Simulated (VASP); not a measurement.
All values below come from optB86b-vdW, VASP's PBE PAW potentials (set 64) (plane waves; VASP 6.6.1).

VASP input:

### POSCAR
```
BaTiO3
1.0
  3.9837729775   0.0000000000   0.0000000000
  0.0000000000   3.9837729775   0.0000000000
  0.0000000000   0.0000000000   3.9837729775
Ba Ti O
1 1 3
Cart
  0.0000000000   0.0000000000   0.0000000000
  1.9918864888   1.9918864888   1.9918864888
  1.9918864888   0.0000000000   1.9918864888
  0.0000000000   1.9918864888   1.9918864888
  1.9918864888   1.9918864888   0.0000000000
```

### INCAR
```
# general
SYSTEM  =BaTiO3
PREC    =Accurate
ENCUT   =520
LREAL   =.FALSE.
LASPH   =.TRUE.

# electronic loop
EDIFF   =1E-6
NELM    =100   # most electronic steps
ALGO    =Normal   # blocked Davidson
LMAXMIX =4   # l cut-off of mixed one-centre charges

# smearing
ISMEAR  =0
SIGMA   =0.05

# functional
GGA     =MK
LUSE_VDW=.TRUE.
AGGAC   =0.0
PARAM1  =0.1234
PARAM2  =1.0

# ions
IBRION  =2
NSW     =60
ISIF    =3   # ions, shape and volume
EDIFFG  =-0.02   # ionic stop

# output
LWAVE   =.FALSE.
LCHARG  =.FALSE.
```

### KPOINTS
```
K-points
0
gamma
5 5 5
```

POTCAR, in this order: Ba_sv Ti_sv O (PBE.64 set). Program: vasp_std.

Question: Estimate the energy per atom (σ→0), volume per atom.

Answer: 
```yaml
energy per atom (σ→0): -6.221 eV/atom
volume_per_atom: 12.87 Å³/atom
```

File OSZICAR:
```
...
DAV:   4    -0.311054954373E+02    0.19219E-04   -0.13864E-02   640   0.662E-01    0.183E-01
DAV:   5    -0.311058741776E+02   -0.37874E-03   -0.18654E-03   664   0.346E-01    0.109E-01
DAV:   6    -0.311063562596E+02   -0.48208E-03   -0.10570E-03   688   0.173E-01    0.751E-02
DAV:   7    -0.311065151351E+02   -0.15888E-03   -0.33783E-04   672   0.117E-01    0.145E-02
DAV:   8    -0.311065189533E+02   -0.38182E-05   -0.24356E-05   600   0.314E-02    0.876E-03
DAV:   9    -0.311065210201E+02   -0.20667E-05   -0.43587E-06   520   0.144E-02    0.156E-03
DAV:  10    -0.311065209791E+02    0.40951E-07   -0.37246E-07   264   0.385E-03
   3 F= -.31106521E+02 E0= -.31106521E+02  d E =-.107390E-01
```

The compound is BaTiO3 in the cubic perovskite structure, the ideal cubic form; the compound distorts at low or room temperature. This run relaxes it. Symmetry was kept, so distortions that lower it aren't found. The start is the result of an earlier pass.
